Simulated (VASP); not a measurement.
Method: PBE GGA, VASP's PBE PAW potentials (set 64) (plane waves; VASP).

VASP input:

File POSCAR:
```
HgTe
1
    0.0000000000     3.3273268960     3.3273268960
    3.3273268960     0.0000000000     3.3273268960
    3.3273268960     3.3273268960     0.0000000000
Hg Te
1 1
Direct
  0.0000000000   0.0000000000   0.0000000000
  0.2500000000   0.2500000000   0.2500000000
```

**INCAR**
```
! general
SYSTEM =HgTe
PREC   =Accurate
ENCUT  =520
LREAL  =.FALSE.
LASPH  =.TRUE.

! electronic loop
EDIFF  =1E-7
NELM   =100
ALGO   =Normal
LMAXMIX=6

! smearing
ISMEAR =1
SIGMA  =0.1

! functional
GGA    =PE

! ions
ISIF   =2

! output
LWAVE  =.FALSE.
LCHARG =.FALSE.
```

KPOINTS:
```
Automatic
0
gamma
  10 10 10
```

POTCAR, in this order: Hg Te (PBE.64 set). Program: vasp_std.

Output of the run:

**OSZICAR**
```
       N       E                     dE             d eps       ncg     rms          rms(c)
DAV:   1     0.102697165912E+03    0.10270E+03   -0.79430E+03  1230   0.118E+03
DAV:   2     0.601214572227E+00   -0.10210E+03   -0.96840E+02  1337   0.258E+02
DAV:   3    -0.380750936520E+01   -0.44087E+01   -0.43842E+01  1502   0.557E+01
DAV:   4    -0.385192538323E+01   -0.44416E-01   -0.44409E-01  1710   0.513E+00
DAV:   5    -0.385204990203E+01   -0.12452E-03   -0.12452E-03  1467   0.268E-01    0.655E+00
DAV:   6    -0.365704696566E+01    0.19500E+00   -0.48122E-01  1397   0.971E+00    0.531E+00
DAV:   7    -0.365176593609E+01    0.52810E-02   -0.97619E-02  1377   0.239E+00    0.208E+00
DAV:   8    -0.365127360169E+01    0.49233E-03   -0.92915E-03  1257   0.128E+00    0.532E-01
DAV:   9    -0.365131543017E+01   -0.41828E-04   -0.82288E-04  1472   0.347E-01    0.106E-01
DAV:  10    -0.365134745164E+01   -0.32021E-04   -0.93197E-05  1323   0.963E-02    0.498E-02
DAV:  11    -0.365136214810E+01   -0.14696E-04   -0.30802E-05  1282   0.450E-02    0.237E-02
DAV:  12    -0.365136120724E+01    0.94086E-06   -0.38528E-06  1457   0.155E-02    0.143E-02
DAV:  13    -0.365136118748E+01    0.19754E-07   -0.29047E-07  1327   0.404E-03
   1 F= -.36513612E+01 E0= -.36514277E+01  d E =0.199639E-03
```

### OUTCAR
```
------------------------ aborting loop because EDIFF is reached ----------------------------------------
  FORCE on cell =-STRESS in cart. coord.  units (eV):
  Direction    XX          YY          ZZ          XY          YZ          ZX
  --------------------------------------------------------------------------------------
  Total       -0.0097598     -0.0097598     -0.0097598      0.0000000      0.0000000     -0.0000000
  in kB       -0.2122431     -0.2122431     -0.2122431      0.0000000      0.0000000     -0.0000000
  external PRESSURE =      -0.2122431 kB  Pullay stress =       0.0000000 kB
  volume of cell :       73.67
      direct lattice vectors                 reciprocal lattice vectors
     0.000000000  3.327326896  3.327326896    -0.150270778  0.150270778  0.150270778
     3.327326896  0.000000000  3.327326896     0.150270778 -0.150270778  0.150270778
     3.327326896  3.327326896  0.000000000     0.150270778  0.150270778 -0.150270778
 POSITION                                       TOTAL-FORCE (eV/Angst)
 -----------------------------------------------------------------------------------
      0.00000      0.00000      0.00000        -0.000000     -0.000000     -0.000000
      1.66366      1.66366      1.66366         0.000000      0.000000      0.000000
 -----------------------------------------------------------------------------------
    total drift:                               -0.000000     -0.000000     -0.000000
  FREE ENERGIE OF THE ION-ELECTRON SYSTEM (eV)
  ---------------------------------------------------
  free  energy   TOTEN  =        -3.6513611875 eV

  energy  without entropy=       -3.6515608265  energy(sigma->0) =       -3.65142773
```
(Selected blocks of OUTCAR.)

The compound is HgTe in the zinc blende structure. It was relaxed first, which changed the volume by +9 %.
